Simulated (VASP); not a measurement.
# Sb (R-3m) in VASP: further runs, part 2 of 2

VASP 6.6.1.

## Step 3: Relaxation of the atoms, PBE+D3(BJ) (a relaxed cell with its volume scaled by 0.98)

Input file INCAR:

```
PREC = Accurate ; ENCUT = 520
EDIFF = 1E-7 ; ISMEAR = 0
SIGMA = 0.02 ; LREAL = False
LASPH = True ; NELM = 60
ALGO = Fast ; ISIF = 2
LWAVE = False ; LCHARG = False
GGA = PE ; IVDW = 12
IBRION = 2 ; NSW = 80
EDIFFG = -0.002
```

Input file KPOINTS:

```
Automatic mesh
0
Gamma
  6 6 6
```

Input file POSCAR:

```
Sb                                      
1.0
    2.1462671365      1.2391479091      3.6804165181
   -2.1462671365      1.2391479091      3.6804165181
    0.0000000000     -2.4782958181      3.6804165181
  Sb            
     2
Direct
     0.2350793755614272    0.2350793755614272    0.2350793755614272
     0.7649206244385728    0.7649206244385728    0.7649206244385728
```

Potentials or basis: VASP PAW PBE potentials, release 64 (Sb).

The run is started by

```bash
$ cat potpaw_PBE.64/Sb/POTCAR > POTCAR
$ mpirun -np 1 vasp_std > vasp.out
```

Wall time 27 s (1 thread of Intel Xeon 6975P-C (Granite Rapids), shared host); peak memory 0.21 GiB.

Results (log left out):

```
Free energy                : -9.2110 eV
Energy gained by relaxing  : 0.4 meV/atom
Ionic steps                : 4
Pressure after relaxing    : 1.0 GPa
Band gap on the k mesh     : none (metal or under the smearing width)
Dispersion energy per atom : -0.487 eV
```

Stress tensor (GPa, compression positive):
```
1.12 0.00 0.00
0.00 1.12 0.00
0.00 0.00 0.87
```

The path:
```csv
step,energy change (eV),largest force (eV/Å),pressure (GPa)
1,0.0000,0.0943,1.26
2,-0.0006,0.0447,1.14
3,-0.0008,0.0070,1.02
4,-0.0008,0.0000,1.04
```

Final structure:
```cif
data_structure
_symmetry_space_group_name_H-M 'P 1'
_symmetry_Int_Tables_number 1
_cell_length_a 4.4371
_cell_length_b 4.4371
_cell_length_c 4.4371
_cell_angle_alpha 57.857
_cell_angle_beta 57.857
_cell_angle_gamma 57.857
_cell_volume 58.73
loop_
_atom_site_label
_atom_site_type_symbol
_atom_site_fract_x
_atom_site_fract_y
_atom_site_fract_z
_atom_site_occupancy
Sb1 Sb 0.23587 0.23587 0.23587 1
Sb2 Sb 0.76413 0.76413 0.76413 1
```

Levels at points of the mesh, in eV from the Fermi level:
| k point | band 1 | band 2 | band 3 | band 4 | band 5 | band 6 | band 7 | band 8 | band 9 |
| --- | --- | --- | --- | --- | --- | --- | --- | --- | --- |
| (0.00, 0.00, 0.00) | -12.98 | -4.74 | -2.18 | -1.95 | -1.95 | 2.21 | 2.72 | 2.72 | 4.84 |
| (0.50, 0.00, 0.00) | -10.52 | -9.89 | -1.92 | -1.79 | -0.45 | -0.26 | 0.09 | 0.17 | 7.71 |
| (0.50, 0.50, 0.00) | -10.52 | -8.03 | -5.77 | -3.98 | -3.89 | 1.44 | 5.01 | 5.44 | 7.13 |
| (0.50, 0.50, 0.50) | -11.23 | -9.34 | -1.39 | -1.39 | -0.50 | -0.15 | -0.15 | 0.89 | 7.19 |

Caveat: pairwise dispersion overbinds metals, which lowers pressure and volume.

## Step 4: Relaxation of the atoms, PBE+D3(BJ) (a relaxed cell with its volume scaled by 1.02)

INCAR is that of step 3.

KPOINTS is that of step 3.

Input file POSCAR:

```
Sb                                      
1.0
    2.1750795294      1.2557827519      3.7298239777
   -2.1750795294      1.2557827519      3.7298239777
    0.0000000000     -2.5115655038      3.7298239777
  Sb            
     2
Direct
     0.2350793755614272    0.2350793755614272    0.2350793755614272
     0.7649206244385728    0.7649206244385728    0.7649206244385728
```

The run is started by

```bash
$ cat potpaw_PBE.64/Sb/POTCAR > POTCAR
$ mpirun -np 1 vasp_std > vasp.out
```

Run time: 25 s. Hardware: 1 thread of Intel Xeon 6975P-C (Granite Rapids), shared host; peak memory 0.21 GiB.

The run converged. Its results:

- Free energy: -9.2122 eV
- Energy gained by relaxing: 0.7 meV/atom
- Ionic steps: 4
- Pressure after relaxing: -0.7 GPa
- Band gap on the k mesh: none (metal or under the smearing width)
- Dispersion energy per atom: -0.467 eV

Stress tensor (GPa, compression positive):
```
-0.84  0.00  0.00
 0.00 -0.84  0.00
 0.00  0.00 -0.39
```

Step by step:
| step | energy change (eV) | largest force (eV/Å) | pressure (GPa) |
| --- | --- | --- | --- |
| 1 | 0.0000 | 0.1119 | -1.02 |
| 2 | -0.0010 | 0.0660 | -0.86 |
| 3 | -0.0014 | 0.0071 | -0.71 |
| 4 | -0.0014 | 0.0003 | -0.69 |

Final structure:
```
Sb
1.0
     2.17508    1.25578    3.72982
    -2.17508    1.25578    3.72982
     0.00000   -2.51157    3.72982
Sb
2
Direct
  0.23400 0.23400 0.23400
  0.76600 0.76600 0.76600
```

Levels at points of the mesh, in eV from the Fermi level:
```csv
k point,band 2,band 3,band 4,band 5,band 6,band 7,band 8,band 9
"(0.00, 0.00, 0.00)",-4.85,-1.94,-1.83,-1.83,2.11,2.70,2.70,5.00
"(0.50, 0.00, 0.00)",-9.61,-1.89,-1.69,-0.30,-0.22,0.26,0.44,7.69
"(0.50, 0.50, 0.00)",-7.96,-5.40,-3.67,-3.67,1.57,4.90,5.42,6.87
"(0.50, 0.50, 0.50)",-8.95,-1.34,-1.34,-0.58,0.04,0.04,0.98,7.07
```

Caveat: pairwise dispersion overbinds metals, which lowers pressure and volume. Spin-orbit coupling is left out, which matters for the levels of Sb.

## Step 5: Vibrations by finite differences, PBE+D3(BJ)

This run uses another cell than the first one, of 29.36 Å³/atom, 0.980 times its volume.

Input file INCAR:

```
PREC = Accurate
ENCUT = 520
EDIFF = 1E-8
ISMEAR = 0
SIGMA = 0.02
LREAL = False
LASPH = True
NELM = 60
ALGO = Fast
ISIF = 2
LWAVE = False
LCHARG = False
GGA = PE
IVDW = 12
NBANDS = 12
IBRION = 6
NFREE = 2
POTIM = 0.015
NSW = 1
```

Input file KPOINTS:

```
regular mesh
0
Gamma
  6 6 6
```

Input file POSCAR:

```
Sb                                      
1.0
    2.1462671365      1.2391479091      3.6804165181
   -2.1462671365      1.2391479091      3.6804165181
    0.0000000000     -2.4782958181      3.6804165181
  Sb            
     2
Direct
     0.2358724288827434    0.2358724288827434    0.2358724288827434
     0.7641275711172566    0.7641275711172566    0.7641275711172566
```

The run is started by

```bash
$ cat potpaw_PBE.64/Sb/POTCAR > POTCAR
$ mpirun -np 1 vasp_std > vasp.out
```

Wall time 81 s (1 thread of Intel Xeon 6975P-C (Granite Rapids), shared host); peak memory 0.29 GiB.

It converged, with:

```yaml
Highest_phonon_frequency_at_Γ: 153 cm⁻¹
Dispersion_energy_per_atom: -0.487 eV
```

Phonon frequencies in cm⁻¹ (negative: imaginary):
```
              q point        frequencies
(0.000, 0.000, 0.000)  0 0 0 113 113 153
```

Caveat: pairwise dispersion overbinds metals, which lowers pressure and volume.

## Step 6: Vibrations by finite differences, PBE+D3(BJ)

This run uses another cell than the first one, of 30.56 Å³/atom, 1.020 times its volume.

INCAR is that of step 5.

KPOINTS is that of step 5.

Input file POSCAR:

```
Sb                                      
1.0
    2.1750795294      1.2557827519      3.7298239777
   -2.1750795294      1.2557827519      3.7298239777
    0.0000000000     -2.5115655038      3.7298239777
  Sb            
     2
Direct
     0.2340039369081398    0.2340039369081398    0.2340039369081398
     0.7659960630918602    0.7659960630918602    0.7659960630918602
```

Potentials or basis: VASP PAW PBE potentials, release 64 (Sb).

The run is started by

```bash
$ cat potpaw_PBE.64/Sb/POTCAR > POTCAR
$ mpirun -np 1 vasp_std > vasp.out
```

It took 85 s on 1 thread of Intel Xeon 6975P-C (Granite Rapids), shared host; peak memory 0.29 GiB.

It converged, with:

| Property | Result |
| --- | --- |
| Highest phonon frequency at Γ | 152 cm⁻¹ |
| Dispersion energy per atom | -0.467 eV |

Phonon frequencies in cm⁻¹ (negative: imaginary):
```
              q point      frequencies
(0.000, 0.000, 0.000)  0 0 0 93 93 152
```

Caveat: pairwise dispersion overbinds metals, which lowers pressure and volume.

## Step 7: Overview

```tsv
task	cell	gap on the mesh (eV)	pressure (GPa)
vibrations by finite differences	R-3m, 29.96 Å³/atom	-	-
relaxation of the atoms	atoms relaxed from: a relaxed cell with its volume scaled by 0.98	none	1.0
relaxation of the atoms	atoms relaxed from: a relaxed cell with its volume scaled by 1.02	none	-0.7
vibrations by finite differences	R-3m, 29.36 Å³/atom	-	-
vibrations by finite differences	R-3m, 30.56 Å³/atom	-	-
```

Alike in all rows: level PBE+D3(BJ); potentials or basis VASP PAW PBE potentials, release 64 (Sb); no spin polarisation; k mesh 6 × 6 × 6; cutoff (eV) 520; smearing gaussian 0.02 eV.

Caveats: pairwise dispersion overbinds metals, which lowers pressure and volume.

Total energies depend on the potentials used, so only differences within one code and one set of settings carry meaning.
